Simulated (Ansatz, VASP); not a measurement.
# Si2WN4: VASP beside Ansatz, part 2 of 2

Aim: how closely do two programs agree when they are given the same cell, functional and k mesh? The cell is taken from a series of runs on this material, whose earlier steps may have relaxed, scaled, displaced or heated it; both programs get it as it stands.

VASP 6.6.1 and Ansatz 0.2.0.

So far: Set-up; VASP: single point, PBE, pair 1; Ansatz: single point, PBE, pair 1; Side by side; Ansatz: single point, PBE, pair 2.

## (6) VASP: single point, PBE, pair 2

Level of this step: PBE, no spin polarisation; plane waves and PAW (W, N, Si) (VASP).

The same cell, functional, mesh and smearing now go to VASP, with its own data sets.

The input, INCAR:

```
SYSTEM = Si2WN4
PREC = Accurate
ENCUT = 520
EDIFF = 1E-06
NELM = 120
ISMEAR = -1
SIGMA = 0.02
LREAL = .FALSE.
ALGO = Normal
GGA = PE
NBANDS = 24
LASPH = .TRUE.
LORBIT = 11
LWAVE = .FALSE.
LCHARG = .FALSE.
ISIF = 2
LDIPOL = .TRUE.
IDIPOL = 3
DIPOL = 0.5 0.5 0.5
LVHAR = .TRUE.
GGA_COMPAT = .FALSE.
EFERMI = MIDGAP
NELMDL = -8
KPAR = 2
```

The input, POSCAR:

```
Si2WN4
1.0
    2.9285312719      0.0000000000      0.0000000000
   -1.4642656360      2.5361824773      0.0000000000
    0.0000000000      0.0000000000     37.2000000000
W N Si
1 4 2
Direct
    0.0000000000      0.0000000000      0.5000000000
    0.3333333333      0.6666666667      0.5335897302
    0.3333333333      0.6666666667      0.4664102698
    0.6666666667      0.3333333333      0.5940010008
    0.6666666667      0.3333333333      0.4059989992
    0.3333333333      0.6666666667      0.5805999029
    0.3333333333      0.6666666667      0.4194000971
```

The input, KPOINTS:

```
Automatic mesh
0
Gamma
9 9 1
0 0 0
```

PAW data sets: W, N and Si (PBE family, release 64).

On the command line:

```bash
$ mpirun -np 2 vasp_std
```

Numbers of over 12 decimals in the logs are rounded to 6 here.

Log:

```text
[... set-up lines as in an earlier step ...]
 entering main loop
       N       E                     dE             d eps       ncg     rms          rms(c)
DAV:   1     0.298121627016E+03    0.29812E+03   -0.13259E+04   592   0.110E+03
DAV:   2    -0.263658901998E+02   -0.32449E+03   -0.30798E+03   864   0.261E+02
DAV:   3    -0.718571029090E+02   -0.45491E+02   -0.45111E+02   768   0.111E+02
DAV:   4    -0.733173355507E+02   -0.14602E+01   -0.14536E+01   784   0.247E+01
[...]
DAV:  26    -0.638281061132E+02   -0.25680E-05   -0.72698E-08   552   0.999E-04    0.267E-04
DAV:  27    -0.638281079331E+02   -0.18199E-05   -0.67678E-08   488   0.896E-04    0.300E-04
DAV:  28    -0.638281088840E+02   -0.95089E-06   -0.34898E-08   552   0.567E-04
   1 F= -.63828109E+02 E0= -.63828109E+02  d E =-.781390E-22
```

From OUTCAR (step 6):

```text
  Total       -1.7233393     -1.7233393     -0.0256666      0.0000000      0.0000000      0.0000000
  in kB       -9.9932803     -9.9932803     -0.1488350      0.0000000      0.0000000      0.0000000
  external PRESSURE =      -6.7117985 kB  Pullay stress =       0.0000000 kB

 POSITION                                       TOTAL-FORCE (eV/Angst)
 -----------------------------------------------------------------------------------
      0.00000      0.00000     18.60000         0.000000     -0.000000      0.000000
     -0.00000      1.69079     19.84954        -0.000000     -0.000000      0.061278
     -0.00000      1.69079     17.35046        -0.000000     -0.000000     -0.061278
      1.46427      0.84539     22.09684         0.000000     -0.000000     -0.016893
      1.46427      0.84539     15.10316         0.000000     -0.000000      0.016893
     -0.00000      1.69079     21.59832         0.000000      0.000000      0.000483
     -0.00000      1.69079     15.60168         0.000000      0.000000     -0.000483
 -----------------------------------------------------------------------------------
    total drift:                                0.000000     -0.000000     -0.000000

  FREE ENERGIE OF THE ION-ELECTRON SYSTEM (eV)
  ---------------------------------------------------
  free  energy   TOTEN  =       -63.8281088840 eV

  energy  without entropy=      -63.8281088840  energy(sigma->0) =      -63.82810888

[... 1 part as in an earlier step ...]

[... 2 further parts left out ...]
[key lines of the parts left out:]
E-fermi :  -0.7328
```

## (7) Comparison

What differs besides the data sets and the points named for the pairs above, as far as they apply: the data sets hold 42 valence electrons in Ansatz (on its PAW soft_1 files) and 34 in VASP. Total energies have different zeros and are not compared.

Compared:

| quantity | Ansatz | VASP | difference |
| --- | --- | --- | --- |
| gap on the k mesh (eV) | 1.918 | 1.914 | +0.004 |

A gap on the mesh is an upper bound, since the band edges may lie between its points; neither run holds spin-orbit coupling, which can move the band edges of a compound of W. With vacuum in the cell, a pressure given here is an average over mostly empty space and none of the material.

## (8) VASP: single point, PBE, pair 3

A single point gives forces, pressure and levels at one fixed geometry, so differences don't come from the geometry; what else differs is listed under the comparison.

INCAR is that of step 6.

The input, POSCAR:

```
Si2WN4
1.0
    2.7974030060      0.0000000000      0.0000000000
   -1.3987015030      2.5235646540      0.0000000000
    0.0000000000      0.0000000000     37.2000000000
W N Si
1 4 2
Direct
    0.0059159079      0.0118318158      0.5000000000
    0.3373259312      0.6746518625      0.5342116836
    0.3373259312      0.6746518625      0.4657883164
    0.6610193918      0.3220387836      0.5953211673
    0.6610193918      0.3220387836      0.4046788327
    0.3320300564      0.6640601127      0.5810843297
    0.3320300564      0.6640601127      0.4189156703
```

KPOINTS is that of step 6.

On the command line:

```bash
$ mpirun -np 2 vasp_std
```

Log:

```text
[... set-up lines as in an earlier step ...]
 entering main loop
       N       E                     dE             d eps       ncg     rms          rms(c)
DAV:   1     0.307510360953E+03    0.30751E+03   -0.13351E+04  1208   0.110E+03
DAV:   2    -0.271794828127E+02   -0.33469E+03   -0.31605E+03  1816   0.271E+02
DAV:   3    -0.717021199680E+02   -0.44523E+02   -0.44176E+02  1608   0.112E+02
DAV:   4    -0.730841578768E+02   -0.13820E+01   -0.13750E+01  1624   0.244E+01
[...]
DAV:  27    -0.636204378446E+02   -0.15047E-05   -0.67270E-08  1128   0.174E-03    0.178E-04
DAV:  28    -0.636204393031E+02   -0.14585E-05   -0.72669E-08  1008   0.833E-04    0.171E-04
DAV:  29    -0.636204397891E+02   -0.48603E-06   -0.19275E-08  1120   0.612E-04
   1 F= -.63620440E+02 E0= -.63620440E+02  d E =0.000000E+00
```

OUTCAR, selected parts (step 8):

```text
  Total       10.8972543      2.7761286      0.0455230      0.0000000      0.0000000      0.0000000
  in kB       66.4837111     16.9370491      0.2777340      0.0000000      0.0000000      0.0000000
  external PRESSURE =      27.8994981 kB  Pullay stress =       0.0000000 kB

 POSITION                                       TOTAL-FORCE (eV/Angst)
 -----------------------------------------------------------------------------------
     -0.00000      0.02986     18.60000        -0.000000      0.029407      0.000000
     -0.00000      1.70253     19.87267         0.000000     -0.015500      0.093012
     -0.00000      1.70253     17.32733         0.000000     -0.015500     -0.093012
      1.39870      0.81269     22.14595        -0.000000     -0.002532     -0.018931
      1.39870      0.81269     15.05405        -0.000000     -0.002532      0.018931
      0.00000      1.67580     21.61634        -0.000000      0.003329      0.002113
      0.00000      1.67580     15.58366        -0.000000      0.003329     -0.002113
 -----------------------------------------------------------------------------------
    total drift:                                0.000000     -0.000434     -0.000000

  FREE ENERGIE OF THE ION-ELECTRON SYSTEM (eV)
  ---------------------------------------------------
  free  energy   TOTEN  =       -63.6204397891 eV

  energy  without entropy=      -63.6204397891  energy(sigma->0) =      -63.62043979

[... 3 further parts left out ...]
[key lines of the parts left out:]
E-fermi :  -0.6220
```

## (9) Ansatz: single point, PBE, pair 3

The same cell, functional, mesh and smearing now go to Ansatz, which takes its cutoff from its data sets.

The cell is taken from a series of runs on this material, whose earlier steps may have relaxed, scaled, displaced or heated it; both programs get it as it stands.

The input, input.yaml:

```yaml
crystal:
  lattice:
    - [2.797403006, 0.0, 0.0]
    - [-1.398701503, 2.523564654, 0.0]
    - [0.0, 0.0, 37.2]
  atoms:
    - { symbol: W, position: [0.0059159079, 0.0118318158, 0.5] }
    - { symbol: "N", position: [0.3373259312, 0.6746518625, 0.5342116836] }
    - { symbol: "N", position: [0.3373259312, 0.6746518625, 0.4657883164] }
    - { symbol: Si, position: [0.3320300563, 0.6640601127, 0.5810843297] }
    - { symbol: Si, position: [0.3320300563, 0.6640601127, 0.4189156703] }
    - { symbol: "N", position: [0.6610193918, 0.3220387836, 0.5953211673] }
    - { symbol: "N", position: [0.6610193918, 0.3220387836, 0.4046788327] }
  periodic: [true, true, false]
kpoints:
  mp_grid: { grid: [9, 9, 1] }
  band_path:
    path: [[0.0, 0.0, 0.0], [0.5, 0.0, 0.0], [0.3333333333, 0.3333333333, 0.0]]
    npoints: 1
hamiltonian:
  xc: pbe
  pseudopotentials: { kind: paw, azcp: { folder: soft_1 } }
scf:
  occupations: { method: fermi_dirac, width: 0.02 }
  n_extra_bands: 6
output:
  eigenvalues: true
  write_density: true
  write_potential: true
  elf: true
  volumetric_format: npy
```

On the command line:

```bash
$ ansatz run input.yaml --threads 4 --pin off --max-ram 17510MiB --backend cpu --events-out ev --progress --plain --runs-dir out
```

Log:

```text
[...]
Crystal: 7 atoms, lattice volume = 262.611 Å³
Basis set: ecut = 420 eV, 5161 PW (Γ)
Bands: 27, of which v1, the nominal top of the filled ones, is band 21 counted from 1 (20 counted from 0)
Symmetry: 4 space group operations
[...]
k-points: 25 of 81 (time reversal used)
[...]
k-point 1: bands = [... 17 lower, -8.3346, -7.9202, -7.7639, -5.6750, -2.6796, -1.9866, -1.6064 (-1.6064°), -0.9610 (-0.9610°), ... 2 higher]
  k-point 2: bands = [... 17 lower, -8.4228, -8.2388, -7.9164, -6.4542, -2.4285, -1.8714, -1.3520, -0.2532 (-0.2532°), ... 2 higher]
  k-point 24: bands = [... 17 lower, -8.2724, -8.1525, -7.9826, -6.6149, -2.2071, -1.0561, -0.4720, -0.1145, ... 2 higher]
  ° read free of the cell's end (the report's vacuum.weakly_bound_levels)
[key lines of the parts left out:]
SCF converged after 10 iterations
Free energy (F): -13199.831327 eV
Fermi energy:    -4.188491 eV
```

## (10) Side by side

What differs besides the data sets and the points named for the pairs above, as far as they apply: the data sets hold 42 valence electrons in Ansatz (on its PAW soft_1 files) and 34 in VASP. Total energies have different zeros and are not compared.

Both answers:

| quantity | Ansatz | VASP | difference |
| --- | --- | --- | --- |
| gap on the k mesh (eV) | 2.457 | 2.486 | -0.029 |

A gap on the mesh is an upper bound, since the band edges may lie between its points; neither run holds spin-orbit coupling, which can move the band edges of a compound of W. With vacuum in the cell, a pressure given here is an average over mostly empty space and none of the material.

## (11) Results

* difference in gap on the k mesh (single point, PBE, pair 1): -0.017 eV
* difference in gap on the k mesh (single point, PBE, pair 2): 0.0036 eV
* difference in gap on the k mesh (single point, PBE, pair 3): -0.029 eV

What this shows: The difference in gap on the k mesh is -0.029 eV (single point, PBE, pair 3), within the 0.08 eV picked in this series as the mark of a large difference. The data sets hold unlike numbers of valence electrons (42 in Ansatz and 34 in VASP), so part of the differences comes from the potentials. 4 further runs of this series are not shown here. Such differences can come from data sets, numerical settings and the points named under the comparisons, not from the functional's error against experiment.

[Lines on the potential files, build, host, timing and source positions are cut from VASP's logs without a mark.]

[Logs are printed without paths, hosts, clocks, repeated set-up lines and the standing remarks that a program may print on its own settings, such as how far it seeks lower states.]

[Hosts, paths, dates, database ids (printed as entryN), source tags and the programs' standing remarks are cut or masked in the printed files.]
